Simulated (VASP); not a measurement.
Data:

```
Cu
1.0
    0.00000     1.81403     1.81403
    1.81403     0.00000     1.81403
    1.81403     1.81403     0.00000
Cu
1
Direct
  0.00000   0.00000   0.00000
```

Level of theory: optB88-vdW, VASP's PBE PAW potentials (set 64) (plane waves; VASP 6.6.1). Settings: 520 eV cut-off, Gaussian smearing of 0.050 eV, potentials Cu.

Problem. Estimate the band gap (along the path) with the smallest direct gap where there is one.

Solution. 
The band gap (along the path) is none (metal, semimetal or under 0.01 eV).

The compound is Cu in the fcc structure. It was relaxed first.
